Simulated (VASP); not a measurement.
Consider the following.

```yaml
crystal:
  lattice:
    - [3.51857, 0.00000, 0.00000]
    - [0.00000, 3.51857, 0.00000]
    - [0.00000, 0.00000, 3.51857]
  atoms:
    - { symbol: Al, position: [0.00000, 0.00000, 0.00000] }
    - { symbol: Ni, position: [0.00000, 0.50000, 0.50000], spin: 0.2 }
    - { symbol: Ni, position: [0.50000, 0.00000, 0.50000], spin: 0.2 }
    - { symbol: Ni, position: [0.50000, 0.50000, 0.00000], spin: 0.2 }
```

Calculation: PBEsol GGA, VASP's PBE PAW potentials (set 64) (plane waves; VASP 6.6.1). Numerical set-up: 400 eV cut-off, 10×10×10 Γ-centred mesh, tetrahedra with Blöchl corrections, potentials Al Ni.

Problem. What does the run give for the cell moment, energy per atom (σ→0), band gap (on the k-mesh) with the smallest direct gap where there is one?

Solution. 
| Item | Result |
|---|---|
| band gap (on the k-mesh) | none (metal, semimetal or under 0.01 eV) |
| cell moment | 0.00 μB |
| energy per atom (σ→0) | -6.071 eV/atom |

The absolute energy has meaning only against runs of the same code, potentials and settings.

The compound is Ni3Al in the L1_2 structure. It was relaxed first.
